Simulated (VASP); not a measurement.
All values below come from MS2 meta-GGA, VASP's PBE PAW potentials (set 64) (plane waves; VASP).

The input files of a VASP run:

KPOINTS:
```
Automatic mesh
0
Gamma
10 10 10
0 0 0
```

POSCAR:
```
KF
1
    0.0000000000     2.6750000000     2.6750000000
    2.6750000000     0.0000000000     2.6750000000
    2.6750000000     2.6750000000     0.0000000000
K F
1 1
Direct
  0.0000000000   0.0000000000   0.0000000000
  0.5000000000   0.5000000000   0.5000000000
```

KPOINTS_OPT:
```
k-points along high-symmetry lines
10
Line-mode
Reciprocal
  0.000000   0.000000   0.000000 ! GAMMA
  0.500000   0.000000   0.500000 ! X

  0.500000   0.000000   0.500000 ! X
  0.625000   0.250000   0.625000 ! U

  0.375000   0.375000   0.750000 ! K
  0.000000   0.000000   0.000000 ! GAMMA

  0.000000   0.000000   0.000000 ! GAMMA
  0.500000   0.500000   0.500000 ! L

  0.500000   0.500000   0.500000 ! L
  0.500000   0.250000   0.750000 ! W

  0.500000   0.250000   0.750000 ! W
  0.500000   0.000000   0.500000 ! X
```

### INCAR
```
LCHARG  =  F
NEDOS  =  601
ISIF  =  2   # forces and stress, cell fixed
LMIXTAU  =  T
ENCUT  =  520
LORBIT  =  11
LASPH  =  T
LREAL  =  F   # projection in real space or not
EDIFF  =  1E-7
METAGGA  =  MS2
NELM  =  100   # most electronic steps
LWAVE  =  F
SYSTEM  =  KF
ISMEAR  =  -5
PREC  =  Accurate
ALGO  =  Normal   # blocked Davidson
```

POTCAR, in this order: K_sv F (PBE.64 set). Program: vasp_std.

Output of the run:

File OUTCAR:
```
 ion  position               nearest neighbor table
   1  0.000  0.000  0.000-   2 2.67   2 2.67   2 2.67   2 2.67   2 2.67   2 2.67
   2  0.500  0.500  0.500-   1 2.67   1 2.67   1 2.67   1 2.67   1 2.67   1 2.67
  LATTYP: Found a face centered cubic cell.
 ALAT       =     5.3500000000
 Subroutine PRICEL returns:
 Original cell was already a primitive cell.
 Subroutine GETGRP returns: Found 48 space group operations
The static configuration has the point symmetry O_h .
The dynamic configuration has the point symmetry O_h .
 Subroutine INISYM returns: Found 48 space group operations
 Subroutine IBZKPT returns following result:
 Found     47 irreducible k-points:

 Following reciprocal coordinates:
            Coordinates               Weight
  0.000000  0.000000  0.000000      1.000000
  0.100000  0.000000  0.000000      8.000000
  0.200000  0.000000  0.000000      8.000000
  0.300000  0.000000  0.000000      8.000000
  0.400000  0.000000  0.000000      8.000000
  0.500000  0.000000  0.000000      4.000000
  0.100000  0.100000  0.000000      6.000000
  0.200000  0.100000  0.000000     24.000000
  0.300000  0.100000  0.000000     24.000000
  0.400000  0.100000  0.000000     24.000000
  0.500000  0.100000  0.000000     24.000000
 -0.400000  0.100000  0.000000     24.000000
 -0.300000  0.100000  0.000000     24.000000
 -0.200000  0.100000  0.000000     24.000000
 -0.100000  0.100000  0.000000     12.000000
  0.200000  0.200000  0.000000      6.000000
  0.300000  0.200000  0.000000     24.000000
  0.400000  0.200000  0.000000     24.000000
  0.500000  0.200000  0.000000     24.000000
 -0.400000  0.200000  0.000000     24.000000
 -0.300000  0.200000  0.000000     24.000000
 -0.200000  0.200000  0.000000     12.000000
  0.300000  0.300000  0.000000      6.000000
  0.400000  0.300000  0.000000     24.000000
...
```

File OSZICAR:
```
       N       E                     dE             d eps       ncg     rms          rms(c)
DAV:   1     0.942992284649E+02    0.94299E+02   -0.81706E+03  1128   0.124E+03
DAV:   2    -0.185616510810E+02   -0.11286E+03   -0.10455E+03  1452   0.333E+02
DAV:   3    -0.233084965515E+02   -0.47468E+01   -0.46979E+01  1596   0.616E+01
DAV:   4    -0.234349392785E+02   -0.12644E+00   -0.12592E+00  1444   0.955E+00
DAV:   5    -0.234393265523E+02   -0.43873E-02   -0.43831E-02  1488   0.142E+00    0.676E+00
DAV:   6    -0.158240328787E+02    0.76153E+01   -0.11275E+01  1336   0.335E+01    0.306E+00
DAV:   7    -0.198294750831E+02   -0.40054E+01   -0.88437E+00  1672   0.383E+01    0.606E+00
DAV:   8    -0.162003016163E+02    0.36292E+01   -0.59226E+00  1700   0.231E+01    0.211E+00
DAV:   9    -0.173006134553E+02   -0.11003E+01   -0.32372E+00  1692   0.204E+01    0.319E+00
DAV:  10    -0.177792464051E+02   -0.47863E+00   -0.24131E-01  1740   0.513E+00    0.362E+00
DAV:  11    -0.160756582990E+02    0.17036E+01   -0.17432E+00  1416   0.161E+01    0.158E+00
DAV:  12    -0.161102911614E+02   -0.34633E-01   -0.38318E-02  1288   0.203E+00    0.150E+00
DAV:  13    -0.160968388028E+02    0.13452E-01   -0.73131E-03  1352   0.123E+00    0.146E+00
DAV:  14    -0.160990410662E+02   -0.22023E-02   -0.16969E-04  1712   0.122E-01    0.147E+00
DAV:  15    -0.160725095507E+02    0.26532E-01   -0.50486E-03  1376   0.790E-01    0.142E+00
DAV:  16    -0.161642639161E+02   -0.91754E-01   -0.40877E-02  1148   0.276E+00    0.135E+00
DAV:  17    -0.161642065466E+02    0.57370E-04   -0.51491E-03  1612   0.852E-01    0.106E+00
DAV:  18    -0.161570833321E+02    0.71232E-02   -0.12119E-02  1600   0.117E+00    0.719E-01
DAV:  19    -0.161576366159E+02   -0.55328E-03   -0.12458E-04  1860   0.123E-01    0.699E-01
DAV:  20    -0.161590205218E+02   -0.13839E-02   -0.10558E-03  1452   0.400E-01    0.530E-01
DAV:  21    -0.161590892563E+02   -0.68734E-04   -0.35171E-03  1360   0.760E-01    0.364E-01
DAV:  22    -0.161581035523E+02    0.98570E-03   -0.60950E-04  1136   0.348E-01    0.283E-01
DAV:  23    -0.161578525830E+02    0.25097E-03   -0.13262E-03  1156   0.509E-01    0.122E-01
DAV:  24    -0.161578155344E+02    0.37049E-04   -0.15758E-04  1292   0.194E-01    0.760E-02
DAV:  25    -0.161577943879E+02    0.21146E-04   -0.36987E-05  1256   0.926E-02    0.510E-02
DAV:  26    -0.161577914961E+02    0.28918E-05   -0.44705E-05  1244   0.102E-01    0.240E-02
DAV:  27    -0.161577853233E+02    0.61727E-05   -0.18409E-05  1180   0.684E-02    0.786E-03
DAV:  28    -0.161577816195E+02    0.37039E-05   -0.14028E-06  1456   0.138E-02    0.496E-03
DAV:  29    -0.161577820488E+02   -0.42935E-06   -0.77121E-07  1176   0.121E-02    0.226E-03
DAV:  30    -0.161577811260E+02    0.92280E-06   -0.63934E-08   848   0.386E-03    0.194E-03
DAV:  31    -0.161577805890E+02    0.53700E-06   -0.10999E-07   820   0.446E-03    0.915E-04
DAV:  32    -0.161577800419E+02    0.54709E-06   -0.58332E-08   792   0.372E-03    0.240E-04
DAV:  33    -0.161577802835E+02   -0.24155E-06   -0.82985E-09   612   0.129E-03    0.222E-04
DAV:  34    -0.161577803416E+02   -0.58128E-07   -0.20362E-09   604   0.666E-04
   1 F= -.16157780E+02 E0= -.16157780E+02  d E =0.000000E+00
       N       E                     dE             ncg
       N       E                     dE             ncg
```

**OUTCAR**
```
------------------------ aborting loop because EDIFF is reached ----------------------------------------
  FORCE on cell =-STRESS in cart. coord.  units (eV):
  Direction    XX          YY          ZZ          XY          YZ          ZX
  --------------------------------------------------------------------------------------
  Total       -0.0167595     -0.0167595     -0.0167595      0.0000000      0.0000000      0.0000000
  in kB       -0.7014066     -0.7014066     -0.7014066      0.0000000      0.0000000      0.0000000
  external PRESSURE =      -0.7014066 kB  Pullay stress =       0.0000000 kB
  volume of cell :       38.28
      direct lattice vectors                 reciprocal lattice vectors
     0.000000000  2.675000000  2.675000000    -0.186915888  0.186915888  0.186915888
     2.675000000  0.000000000  2.675000000     0.186915888 -0.186915888  0.186915888
     2.675000000  2.675000000  0.000000000     0.186915888  0.186915888 -0.186915888
  FREE ENERGIE OF THE ION-ELECTRON SYSTEM (eV)
  ---------------------------------------------------
  free  energy   TOTEN  =       -16.1577803416 eV

  energy  without entropy=      -16.1577803416  energy(sigma->0) =      -16.15778034

 total charge

# of ion       s       p       d       tot
------------------------------------------
    1        1.965   5.610   0.028   7.603
    2        1.755   4.380   0.000   6.136
--------------------------------------------------
tot          3.721   9.991   0.028  13.739
```
(Selected blocks of OUTCAR.)

The compound is KF in the rock salt structure. The cell was not relaxed at this level.
